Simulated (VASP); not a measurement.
# MgAl12 in VASP: notebook

Runs on MgAl12. Level: PBE. Tasks: single point.

All numbers are computed with VASP 6.6.1; they aren't measurements. Logs are shortened: lines on timing, memory, paths and dates and some standing lists are left out, and cuts for length are marked.

## 1. The cell of the first run

The cell holds a slab with vacuum, 13 atoms: a = 5.714 Å, b = 5.714 Å, c = 19.675 Å, α = 90.00°, β = 90.00°, γ = 90.00°.

## 2. Single point, PBE (Mg over (2/6, 2/6) of the surface cell, its height relaxed)

Input file INCAR:

```
PREC = Accurate ; ENCUT = 520
EDIFF = 1E-6 ; ISMEAR = 0
SIGMA = 0.1 ; LREAL = False
LASPH = True ; NELM = 100
ALGO = Fast ; ISIF = 2
LWAVE = False ; LCHARG = True
LDIPOL = True ; IDIPOL = 3
DIPOL = 0.5 0.5 0.326 ; GGA = PE
LELF = True ; LVHAR = True
LVACPOTAV = True ; NBANDS = 31
```

Input file KPOINTS:

```
regular mesh
0
Gamma
  5 5 1
```

Input file POSCAR:

```
MgAl12
1.0
    5.7143028096      0.0000000000      0.0000000000
    0.0000000000      5.7143028096      0.0000000000
    0.0000000000      0.0000000000     19.6750228448
Al Mg
12 1
Direct
    0.2500000000      0.2500000000      0.2033034488
    0.2500000000      0.7500000000      0.2033034488
    0.7500000000      0.2500000000      0.2033034488
    0.7500000000      0.7500000000      0.2033034488
    0.0000000000      0.0000000000      0.3092772439
    0.0000000000      0.5000000000      0.3092772439
    0.5000000000      0.0000000000      0.3092772439
    0.5000000000      0.5000000000      0.3092772439
    0.2268219397      0.2268219397      0.4084771491
    0.2321192827      0.7390823451      0.4169359496
    0.7390823451      0.2321192827      0.4169359496
    0.7350649120      0.7350649120      0.4187813754
    0.4166666667      0.4166666667      0.5217666296
```

Potentials or basis: VASP PAW PBE potentials, release 64 (Al, Mg).

The run is started by

```console
$ cat potpaw_PBE.64/Al/POTCAR potpaw_PBE.64/Mg/POTCAR > POTCAR
$ mpirun -np 1 vasp_std > vasp.out
```

OUTCAR:

```text
PREC = Accurate
   ENCUT = 520
   EDIFF = 1E-6
   ISMEAR = 0
   LREAL = False
   LASPH = True
   NELM = 100
   ISIF = 2
   GGA = PE

 ion  position               nearest neighbor table
   1  0.250  0.250  0.203-   2 2.86   3 2.86   2 2.86   3 2.86   7 2.90   8 2.90   5 2.90   6 2.90

   2  0.250  0.750  0.203-   1 2.86   4 2.86   1 2.86   4 2.86   7 2.90   8 2.90   5 2.90   6 2.90

   3  0.750  0.250  0.203-   1 2.86   4 2.86   4 2.86   1 2.86   7 2.90   8 2.90   5 2.90   6 2.90
[... 4 lines left out ...]
                             1 2.90  10 2.91  11 2.91  12 3.04
   6  0.000  0.500  0.309-   9 2.82  10 2.85   5 2.86   8 2.86   5 2.86   8 2.86   3 2.90   4 2.90
                             1 2.90   2 2.90  12 2.96  11 3.01
   7  0.500  0.000  0.309-   9 2.82  11 2.85   5 2.86   8 2.86   8 2.86   5 2.86   3 2.90   4 2.90
                             1 2.90   2 2.90  12 2.96  10 3.01
   8  0.500  0.500  0.309-   6 2.86   7 2.86   7 2.86   6 2.86  12 2.87   2 2.90   3 2.90   4 2.90
                             1 2.90   9 2.95  11 2.95  10 2.95
   9  0.227  0.227  0.408-   5 2.68  13 2.71  11 2.79  10 2.79   7 2.82   6 2.82  11 2.93  10 2.93
                             8 2.95
  10  0.232  0.739  0.417-   9 2.79  12 2.84   6 2.85  12 2.87   5 2.91   9 2.93   8 2.95  13 2.96
                             7 3.01
  11  0.739  0.232  0.417-   9 2.79  12 2.84   7 2.85  12 2.87   5 2.91   9 2.93   8 2.95  13 2.96
                             6 3.01
  12  0.735  0.735  0.419-  10 2.84  11 2.84   8 2.87  11 2.87  10 2.87   7 2.96   6 2.96   5 3.04
                            13 3.28
  13  0.417  0.417  0.522-   9 2.71  10 2.96  11 2.96  12 3.28

  LATTYP: Found a simple tetragonal cell.
 ALAT       =     5.7143028096
 C/A-ratio  =     3.4431186971

  Lattice vectors:

 A1 = (   5.7143028096,   0.0000000000,   0.0000000000)
 A2 = (   0.0000000000,   5.7143028096,   0.0000000000)
 A3 = (   0.0000000000,   0.0000000000,  19.6750228448)

Analysis of symmetry for initial positions (statically):
=====================================================================
 Subroutine PRICEL returns:
 Original cell was already a primitive cell.

 Routine SETGRP: Setting up the symmetry group for a
 simple tetragonal supercell.

 Subroutine GETGRP returns: Found  2 space group operations
 (whereof  2 operations were pure point group operations)
 out of a pool of 16 trial point group operations.

The static configuration has the point symmetry C_1h.

Analysis of symmetry for dynamics (positions and initial velocities):
=====================================================================
 Subroutine PRICEL returns:
 Original cell was already a primitive cell.

 Routine SETGRP: Setting up the symmetry group for a
 simple tetragonal supercell.

 Subroutine GETGRP returns: Found  2 space group operations
 (whereof  2 operations were pure point group operations)
 out of a pool of 16 trial point group operations.

The dynamic configuration has the point symmetry C_1h.

 Subroutine INISYM returns: Found  2 space group operations
 (whereof  2 operations are pure point group operations),
 and found     1 'primitive' translations

----------------------------------------------------------------------------------------

                                     Primitive cell

  volume of cell :     642.4536

  direct lattice vectors                    reciprocal lattice vectors
     5.714302810  0.000000000  0.000000000     0.174999476  0.000000000  0.000000000
     0.000000000  5.714302810  0.000000000     0.000000000  0.174999476  0.000000000
     0.000000000  0.000000000 19.675022845     0.000000000  0.000000000  0.050825862

  length of vectors
     5.714302810  5.714302810 19.675022845     0.174999476  0.174999476  0.050825862

  position of ions in fractional coordinates (direct lattice)
     0.250000000  0.250000000  0.203303449
     0.250000000  0.750000000  0.203303449
     0.750000000  0.250000000  0.203303449
     0.750000000  0.750000000  0.203303449
     0.000000000  0.000000000  0.309277244
     0.000000000  0.500000000  0.309277244
     0.500000000  0.000000000  0.309277244
     0.500000000  0.500000000  0.309277244
     0.226821940  0.226821940  0.408477149
     0.232119283  0.739082345  0.416935950
     0.739082345  0.232119283  0.416935950
     0.735064912  0.735064912  0.418781375
     0.416666667  0.416666667  0.521766630

  ion indices of the primitive-cell ions
[... 32 lines left out ...]

  Shift w.r.t. Gamma in fractional coordinates (k-lattice)
     0.000000000  0.000000000  0.000000000

 Subroutine IBZKPT returns following result:
 ===========================================

 Found      9 irreducible k-points:

 Following reciprocal coordinates:
            Coordinates               Weight
  0.000000  0.000000  0.000000      1.000000
  0.200000  0.000000  0.000000      4.000000
  0.400000  0.000000  0.000000      4.000000
  0.200000  0.200000  0.000000      2.000000
 -0.200000  0.200000  0.000000      2.000000
  0.400000  0.200000  0.000000      4.000000
 -0.200000  0.400000  0.000000      4.000000
  0.400000  0.400000  0.000000      2.000000
 -0.400000  0.400000  0.000000      2.000000
   k-points           NKPTS =      9   k-points in BZ     NKDIM =      9   number of bands    NBANDS=     31
   number of dos      NEDOS =    301   number of ions     NIONS =     13
   total plane-waves  NPLWV = 264600
   dimension x,y,z NGX =    42 NGY =   42 NGZ =  150
   dimension x,y,z NGXF=    84 NGYF=   84 NGZF=  300
   ions per type =              12   1
   NGX,Y,Z   is equivalent  to a cutoff of  12.22, 12.22, 12.67 a.u.
   NGXF,Y,Z  is equivalent  to a cutoff of  24.44, 24.44, 25.35 a.u.
 SYSTEM =  unknown system
   PREC   = accura    normal or accurate (medium, high low for compatibility)
   ISTART =      0    job   : 0-new  1-cont  2-samecut
   ICHARG =      2    charge: 1-file 2-atom 10-const
   ISPIN  =      1    spin polarized calculation?
   LNONCOLLINEAR =      F non collinear calculations
   LSORBIT =      F    spin-orbit coupling
   LASPH  =      T    aspherical Exc in radial PAW
   ENCUT  =  520.0 eV  38.22 Ry    6.18 a.u.  10.62 10.62 36.58*2*pi/ulx,y,z
   NELM   =    100;   NELMIN=  2; NELMDL= -5     # of ELM steps
   EDIFF  = 0.1E-05   stopping-criterion for ELM
   LREAL  =      F    real-space projection
   EDIFFG = 0.1E-04   stopping-criterion for IOM
   NSW    =      0    number of steps for IOM
   IBRION =     -1    ionic relax: 0-MD 1-quasi-New 2-CG
   NFREE  =      0    steps in history (QN), initial steepest desc. (CG)
   ISIF   =      2    stress and relaxation
   ISYM   =      2    0-nonsym 1-usesym 2-fastsym
   POTIM  = 0.5000    time-step for ionic-motion
   TEBEG  =    0.0;   TEEND  =   0.0 temperature during run
   PSTRESS=    0.0 pullay stress
   NELECT =      38.0000    total number of electrons
   NUPDOWN=      -1.0000    fix difference up-down
   EMIN   =  10.00;   EMAX   =-10.00  energy-range for DOS
   EFERMI =   0.00;   METHOD = LEGACY
   ISMEAR =     0;   SIGMA  =   0.10  broadening in eV -4-tet -1-fermi 0-gaus
   EFERMI_NEDOS =   21; number of points for ismear=-14 and -15
   IALGO  =     68    algorithm
   IMIX   =      4    mixing-type and parameters
     AMIX     =   0.40;   BMIX     =  1.00
     AMIX_MAG =   1.60;   BMIX_MAG =  1.00
  volume/ion in A,a.u.               =      49.42       333.50
  Fermi-wavevector in a.u.,A,eV,Ry     =   0.637855  1.205372  5.535657  0.406859
  Thomas-Fermi vector in A             =   1.703001
   LORBIT       =      0    0 simple, 1 ext, 2 COOP (PROOUT), +10 PAW based schemes
   GGA     = PE    functional components
   LHFCALC =     F    Hartree Fock is set to
   AEXX    =    0.0000 exact exchange contribution
   IVDW    =     0    specifies the selected vdW correction
   LEPSILON=     F    determine dielectric tensor
   LRPA    =     F    only Hartree local field effects (RPA)
 non-spin polarized calculation
 RMM-DIIS sequential band-by-band and
 Gauss-broadening in eV      SIGMA  =   0.10
  energy-cutoff  :      520.00
  volume of cell :      642.45
 maximum number of plane-waves:     17320
   NGX = 21   NGY = 21   NGZ = 73

 number of electron      37.9999999 magnetization

 dipolmoment           0.000000      0.000000     -0.169449 electrons x Angstroem

 Free energy of the ion-electron system (eV)
  ---------------------------------------------------
  ext. energy  EPLUGINS =         0.00000000
  ---------------------------------------------------
  free energy    TOTEN  =       -42.27564182 eV

  energy without entropy =      -42.25727187  energy(sigma->0) =      -42.26645685

 E-fermi :   0.1407     XC(G=0):  -4.6203

 val. band max:        0.0880367043   @ k =   0.2000   0.0000   0.0000
 cond. band min:       0.2022810242   @ k =   0.2000   0.2000   0.0000
 fundamental gap:      0.1142443200
 Fermi energy:         0.1406848008

 k-point     1 :       0.0000    0.0000    0.0000
  band No.  band energies     occupation
      1     -10.1490      2.00000
      2      -8.1115      2.00000
      3      -5.8289      2.00000
      4      -5.7274      2.00000
      5      -5.6469      2.00000
      6      -5.6145      2.00000
[... 295 lines left out ...]
     30       2.8513      0.00000
     31       3.0152      0.00000

------------------------ aborting loop because EDIFF is reached ----------------------------------------

  FORCE on cell =-STRESS in cart. coord.  units (eV):
  Direction    XX          YY          ZZ          XY          YZ          ZX
  --------------------------------------------------------------------------------------
  -------------------------------------------------------------------------------------
  Total       -6.9947996     -6.9947996      0.0635111      0.0042127      1.2133108      1.2133106
  in kB      -17.4439210    -17.4439210      0.1583866      0.0105058      3.0258047      3.0258043
  external PRESSURE =     -11.5764852 kB  Pullay stress =       0.0000000 kB

 VOLUME and BASIS-vectors are now :
 -----------------------------------------------------------------------------
  energy-cutoff  :      520.00
  volume of cell :      642.45
      direct lattice vectors                 reciprocal lattice vectors
     5.714302810  0.000000000  0.000000000     0.174999476  0.000000000  0.000000000
     0.000000000  5.714302810  0.000000000     0.000000000  0.174999476  0.000000000
     0.000000000  0.000000000 19.675022845     0.000000000  0.000000000  0.050825862

 POSITION                                       TOTAL-FORCE (eV/Angst)
 -----------------------------------------------------------------------------------
      1.42858      1.42858      4.00000        -0.018198     -0.018198      0.051531
      1.42858      4.28573      4.00000        -0.032212      0.042543     -0.004814
      4.28573      1.42858      4.00000         0.042543     -0.032212     -0.004814
      4.28573      4.28573      4.00000         0.057955      0.057955     -0.075000
      0.00000      0.00000      6.08504        -0.235909     -0.235909     -0.219367
      0.00000      2.85715      6.08504        -0.160575      0.048420      0.013236
      2.85715      0.00000      6.08504         0.048420     -0.160575      0.013236
      2.85715      2.85715      6.08504        -0.016342     -0.016342      0.219404
      1.29613      1.29613      8.03680         0.004119      0.004119      0.004259
      1.32640      4.22334      8.20322        -0.003082     -0.002099      0.000597
      4.22334      1.32640      8.20322        -0.002099     -0.003082      0.000597
      4.20038      4.20038      8.23953        -0.001345     -0.001345      0.006190
      2.38096      2.38096     10.26577         0.316726      0.316726     -0.005055
 -----------------------------------------------------------------------------------
    total drift:                                0.000156      0.000156     -0.000009

  FREE ENERGIE OF THE ION-ELECTRON SYSTEM (eV)
  ---------------------------------------------------
  free  energy   TOTEN  =       -42.2756418235 eV

  energy  without entropy=      -42.2572718722  energy(sigma->0) =      -42.26645685

 vacuum level on the upper side and lower side of the slab         3.458         4.402
```

Run time: 4.6 min. Hardware: 1 thread of Intel Xeon Platinum 8488C (Sapphire Rapids), shared host; peak memory 0.59 GiB.

What came out:

```yaml
Free_energy: -42.2756 eV
Largest_force: 0.448 eV/Å
Band_gap_on_the_k_mesh: none (metal or under the smearing width)
Work_function_of_the_upper_face: 3.32 eV
Work_function_of_the_lower_face: 4.26 eV
```

Forces in eV/Å, atoms in the order of the input:
```
Al  -0.018 -0.018  0.052
Al  -0.032  0.043 -0.005
Al   0.043 -0.032 -0.005
Al   0.058  0.058 -0.075
Al  -0.236 -0.236 -0.219
Al  -0.161  0.048  0.013
Al   0.048 -0.161  0.013
Al  -0.016 -0.016  0.219
Al   0.004  0.004  0.004
Al  -0.003 -0.002  0.001
Al  -0.002 -0.003  0.001
Al  -0.001 -0.001  0.006
Mg   0.317  0.317 -0.005
```

(Continued in part 2 of 2.)
